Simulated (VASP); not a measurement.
Method: r2SCAN meta-GGA, VASP's PBE PAW potentials (set 64) (plane waves; VASP).

VASP input:

### POSCAR
```
Er
1.0
  1.7800000000  -3.0830500000   0.0000000000
  1.7800000000   3.0830500000   0.0000000000
  0.0000000000   0.0000000000   5.5900000000
Er
2
Cartesian
  1.7800000000   1.0276853887   1.3975000000
  1.7800000000  -1.0276853887   4.1925000000
```

**KPOINTS**
```
Automatic mesh
0
Gamma
11 11 6
0 0 0
```

**INCAR**
```
SYSTEM = Er
PREC = Accurate; ENCUT = 400; LREAL = F
LASPH = T
EDIFF = 1E-6; NELM = 100; ALGO = Normal
LMAXMIX = 6; LMIXTAU = T
ISMEAR = 1; SIGMA = 0.1
METAGGA = R2SCAN
IBRION = 2; NSW = 60; ISIF = 3
EDIFFG = -0.01
LWAVE = F; LCHARG = F
```

POTCAR, in this order: Er_3 (PBE.64 set). Program: vasp_std.

Output

File OUTCAR:
```
 ion  position               nearest neighbor table
   1  0.333  0.667  0.250-   2 3.47   2 3.47   2 3.47   2 3.47   2 3.47   2 3.47
   2  0.667  0.333  0.750-   1 3.47   1 3.47   1 3.47   1 3.47   1 3.47   1 3.47
  LATTYP: Found a hexagonal cell.
 ALAT       =     3.5599996211
 C/A-ratio  =     1.5702248862
 Subroutine PRICEL returns:
 Original cell was already a primitive cell.
 Subroutine GETGRP returns: Found 24 space group operations
The static configuration has the point symmetry D_3d.
 The point group associated with its full space group is D_6h.
The dynamic configuration has the point symmetry D_3d.
 Subroutine INISYM returns: Found 24 space group operations
 Subroutine IBZKPT returns following result:
 Found     64 irreducible k-points:

 Following reciprocal coordinates:
            Coordinates               Weight
  0.000000  0.000000  0.000000      1.000000
  0.090909 -0.000000  0.000000      6.000000
  0.181818  0.000000  0.000000      6.000000
  0.272727 -0.000000  0.000000      6.000000
  0.363636 -0.000000  0.000000      6.000000
  0.454545 -0.000000  0.000000      6.000000
  0.090909  0.090909  0.000000      6.000000
...
```

OSZICAR:
```
       N       E                     dE             d eps       ncg     rms          rms(c)
DAV:   1    -0.163354678291E+02   -0.16335E+02   -0.81361E+03  2700   0.119E+03
DAV:   2    -0.671132965119E+02   -0.50778E+02   -0.49562E+02  2766   0.533E+02
DAV:   3    -0.695895789075E+02   -0.24763E+01   -0.23382E+01  3012   0.603E+01
DAV:   4    -0.697036251058E+02   -0.11405E+00   -0.99211E-01  3021   0.104E+01
DAV:   5    -0.697108828971E+02   -0.72578E-02   -0.72814E-02  2843   0.178E+00    0.291E+01
DAV:   6    -0.680774986424E+02    0.16334E+01   -0.33860E-01  2726   0.117E+01    0.158E+01
DAV:   7    -0.665995733631E+02    0.14779E+01   -0.52853E-01  2998   0.121E+01    0.121E+00
DAV:   8    -0.679769513573E+02   -0.13774E+01   -0.51376E-01  3152   0.887E+00    0.313E+00
DAV:   9    -0.678602375456E+02    0.11671E+00   -0.49725E-02  2709   0.300E+00    0.882E-01
DAV:  10    -0.678187680927E+02    0.41469E-01   -0.18184E-03  2784   0.611E-01    0.103E+00
DAV:  11    -0.678139811109E+02    0.47870E-02   -0.10190E-02  2119   0.130E+00    0.541E-01
DAV:  12    -0.678081778398E+02    0.58033E-02   -0.74895E-02  2383   0.296E+00    0.341E-01
DAV:  13    -0.678131489128E+02   -0.49711E-02   -0.30037E-03  2691   0.774E-01    0.172E-01
DAV:  14    -0.678123473030E+02    0.80161E-03   -0.19331E-04  2865   0.171E-01    0.128E-01
DAV:  15    -0.678139572827E+02   -0.16100E-02   -0.21278E-03  2197   0.484E-01    0.205E-01
DAV:  16    -0.678140172772E+02   -0.59995E-04   -0.63759E-05  2706   0.105E-01    0.129E-01
DAV:  17    -0.678140237496E+02   -0.64724E-05   -0.17858E-05  2621   0.505E-02    0.161E-02
DAV:  18    -0.678139778787E+02    0.45871E-04   -0.23385E-05  2951   0.597E-02    0.231E-02
DAV:  19    -0.678139521852E+02    0.25693E-04   -0.74347E-06  2786   0.361E-02    0.633E-03
DAV:  20    -0.678139682664E+02   -0.16081E-04   -0.53250E-07  1102   0.154E-02    0.286E-03
DAV:  21    -0.678139586526E+02    0.96138E-05   -0.37029E-07  1087   0.191E-02    0.294E-03
DAV:  22    -0.678139630595E+02   -0.44069E-05   -0.36045E-07  1057   0.185E-02    0.181E-03
DAV:  23    -0.678139633699E+02   -0.31034E-06   -0.21772E-07  1057   0.149E-02
   1 F= -.67813963E+02 E0= -.67814855E+02  d E =-.678140E+02
       N       E                     dE             d eps       ncg     rms          rms(c)
DAV:   1    -0.678200429946E+02   -0.60799E-02   -0.23646E-01  2473   0.604E+00    0.491E-01
DAV:   2    -0.678166457895E+02    0.33972E-02   -0.87375E-03  2771   0.136E+00    0.212E-01
DAV:   3    -0.678159618879E+02    0.68390E-03   -0.11037E-03  2863   0.579E-01    0.103E-01
DAV:   4    -0.678156987915E+02    0.26310E-03   -0.82925E-04  3104   0.384E-01    0.633E-02
DAV:   5    -0.678157320297E+02   -0.33238E-04   -0.14340E-04  2745   0.120E-01    0.342E-02
DAV:   6    -0.678157385330E+02   -0.65033E-05   -0.58219E-05  2622   0.875E-02    0.102E-02
DAV:   7    -0.678157388060E+02   -0.27300E-06   -0.35517E-05  2561   0.664E-02    0.386E-03
DAV:   8    -0.678157416702E+02   -0.28642E-05   -0.48777E-07  1072   0.140E-02    0.238E-03
DAV:   9    -0.678157403694E+02    0.13008E-05   -0.16729E-07  1042   0.145E-02    0.813E-04
DAV:  10    -0.678157404057E+02   -0.36307E-07   -0.87032E-08   987   0.735E-03
   2 F= -.67815740E+02 E0= -.67816332E+02  d E =-.177704E-02
       N       E                     dE             d eps       ncg     rms          rms(c)
DAV:   1    -0.678165833987E+02   -0.84303E-03   -0.41644E-02  2473   0.253E+00    0.205E-01
DAV:   2    -0.678159927405E+02    0.59066E-03   -0.15213E-03  2771   0.572E-01    0.921E-02
DAV:   3    -0.678158658827E+02    0.12686E-03   -0.19381E-04  2861   0.240E-01    0.456E-02
DAV:   4    -0.678158185316E+02    0.47351E-04   -0.14389E-04  3107   0.160E-01    0.273E-02
DAV:   5    -0.678158230638E+02   -0.45322E-05   -0.26881E-05  2748   0.515E-02    0.143E-02
DAV:   6    -0.678158288149E+02   -0.57511E-05   -0.10491E-05  2586   0.371E-02    0.443E-03
DAV:   7    -0.678158255617E+02    0.32533E-05   -0.59772E-06  2566   0.274E-02    0.174E-03
DAV:   8    -0.678158267598E+02   -0.11981E-05   -0.87033E-08   982   0.593E-03    0.989E-04
DAV:   9    -0.678158262377E+02    0.52213E-06   -0.29992E-08   937   0.615E-03
   3 F= -.67815826E+02 E0= -.67816292E+02  d E =-.186287E-02
       N       E                     dE             d eps       ncg     rms          rms(c)
DAV:   1    -0.678158696317E+02   -0.42872E-04   -0.20012E-03  2468   0.558E-01    0.450E-02
DAV:   2    -0.678158417540E+02    0.27878E-04   -0.73067E-05  2764   0.126E-01    0.203E-02
DAV:   3    -0.678158401408E+02    0.16131E-05   -0.92949E-06  2759   0.530E-02    0.100E-02
DAV:   4    -0.678158389605E+02    0.11803E-05   -0.56368E-06  2211   0.353E-02    0.573E-03
DAV:   5    -0.678158392175E+02   -0.25694E-06   -0.12142E-06  1028   0.237E-02
   4 F= -.67815839E+02 E0= -.67816331E+02  d E =-.187585E-02
       N       E                     dE             d eps       ncg     rms          rms(c)
DAV:   1    -0.678169886582E+02   -0.11497E-02   -0.29907E-02  2424   0.258E+00    0.248E-01
DAV:   2    -0.678163592792E+02    0.62938E-03   -0.24759E-03  2414   0.740E-01    0.104E-01
DAV:   3    -0.678160697802E+02    0.28950E-03   -0.46932E-04  2581   0.397E-01    0.450E-02
DAV:   4    -0.678160195094E+02    0.50271E-04   -0.17455E-04  2601   0.215E-01    0.281E-02
DAV:   5    -0.678160266554E+02   -0.71460E-05   -0.25133E-05  2598   0.635E-02    0.107E-02
DAV:   6    -0.678160105797E+02    0.16076E-04   -0.89766E-06  2608   0.424E-02    0.265E-03
DAV:   7    -0.678160177188E+02   -0.71391E-05   -0.12072E-06  1177   0.205E-02    0.221E-03
DAV:   8    -0.678160174133E+02    0.30552E-06   -0.39176E-07   922   0.263E-02
   5 F= -.67816017E+02 E0= -.67816436E+02  d E =-.178196E-03
```

OUTCAR:
```
------------------------ aborting loop because EDIFF is reached ----------------------------------------
  FORCE on cell =-STRESS in cart. coord.  units (eV):
  Direction    XX          YY          ZZ          XY          YZ          ZX
  --------------------------------------------------------------------------------------
  Total        0.0074187      0.0074187      0.0050404      0.0000000      0.0000000      0.0000000
  in kB        0.1933395      0.1933394      0.1313581      0.0000000      0.0000000      0.0000000
  external PRESSURE =       0.1726790 kB  Pullay stress =       0.0000000 kB
  volume of cell :       61.48
      direct lattice vectors                 reciprocal lattice vectors
     1.790315450 -3.100916876  0.000000000     0.279280392 -0.161242632 -0.000000000
     1.790315450  3.100916876 -0.000000000     0.279280392  0.161242632 -0.000000000
     0.000000000  0.000000000  5.536911936    -0.000000000  0.000000000  0.180606087
 POSITION                                       TOTAL-FORCE (eV/Angst)
 -----------------------------------------------------------------------------------
      1.79032      1.03364      1.38423        -0.000000      0.000000      0.000000
      1.79032     -1.03364      4.15268         0.000000     -0.000000      0.000000
 -----------------------------------------------------------------------------------
    total drift:                               -0.000003      0.000090     -0.000011
  FREE ENERGIE OF THE ION-ELECTRON SYSTEM (eV)
  ---------------------------------------------------
  free  energy   TOTEN  =       -67.8160174133 eV

  energy  without entropy=      -67.8172719266  energy(sigma->0) =      -67.81643558

 reached required accuracy - stopping structural energy minimisation
```
(Selected blocks of OUTCAR.)

**CONTCAR**
```
Er
   1.00000000000000
     1.7903154501593093   -3.1009168761906967    0.0000000000000000
     1.7903154501593093    3.1009168761906967   -0.0000000000000000
     0.0000000000000000    0.0000000000000000    5.5369119361538717
  Er
     2
Direct
     0.3333330000000032    0.6666669999999968    0.2500000000000000
     0.6666669999999968    0.3333330000000032    0.7500000000000000
```

The 4f electrons are frozen in the core of the lanthanide potential, so 4f levels, which can set the real gap, and their magnetism are missing.

The compound is Er in the hcp structure. This run relaxes it. Symmetry was kept, so distortions that lower it aren't found.
